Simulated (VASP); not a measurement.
HfGe₂ (space group Cmcm): computed properties

Method: PBEsol GGA, VASP's PBE PAW potentials (set 64) (plane waves; VASP).

space group: Cmcm (63)
cell: a = 3.7736 Å, b = 14.7027 Å, c = 3.7517 Å, α = β = γ = 90.00°
volume per atom: 17.35 Å³/atom
band gap (over mesh and band path): none (metal, semimetal or under 0.01 eV)
density: 10.33 g/cm³

```cif
data_Ge8Hf4
_chemical_formula_sum 'Hf4 Ge8'
_space_group_name_H-M_alt 'Cmcm'
_space_group_IT_number 63
_space_group_name_Hall '-C 2c 2'
_cell_length_a 3.77365
_cell_length_b 14.70267
_cell_length_c 3.75167
_cell_angle_alpha 90.000
_cell_angle_beta 90.000
_cell_angle_gamma 90.000
loop_
_space_group_symop_operation_xyz
  'x, y, z'
  '-x, -y, -z'
  '-x, -y, z+1/2'
  'x, y, -z+1/2'
  'x, -y, -z'
  '-x, y, z'
  '-x, y, -z+1/2'
  'x, -y, z+1/2'
  'x+1/2, y+1/2, z'
  '-x+1/2, -y+1/2, -z'
  '-x+1/2, -y+1/2, z+1/2'
  'x+1/2, y+1/2, -z+1/2'
  'x+1/2, -y+1/2, -z'
  '-x+1/2, y+1/2, z'
  '-x+1/2, y+1/2, -z+1/2'
  'x+1/2, -y+1/2, z+1/2'
loop_
_atom_site_label
_atom_site_type_symbol
_atom_site_symmetry_multiplicity
_atom_site_Wyckoff_symbol
_atom_site_fract_x
_atom_site_fract_y
_atom_site_fract_z
_atom_site_occupancy
Hf1 Hf 4 c 0.00000 0.10425 0.75000 1
Ge1 Ge 4 c 0.00000 0.25010 0.25000 1
Ge2 Ge 4 c 0.00000 0.56142 0.25000 1
```
(The calculation used a cell of 6 atoms; values per cell refer to that cell.)

Unless said otherwise, spin-orbit coupling is left out, though it shifts the bands of the heavy elements here.

The structure comes from a measured HfGe2 entry (Cmcm) of the Crystallography Open Database, whose conditions weren't checked. It was relaxed first. Symmetry was kept, so distortions that lower it aren't found.
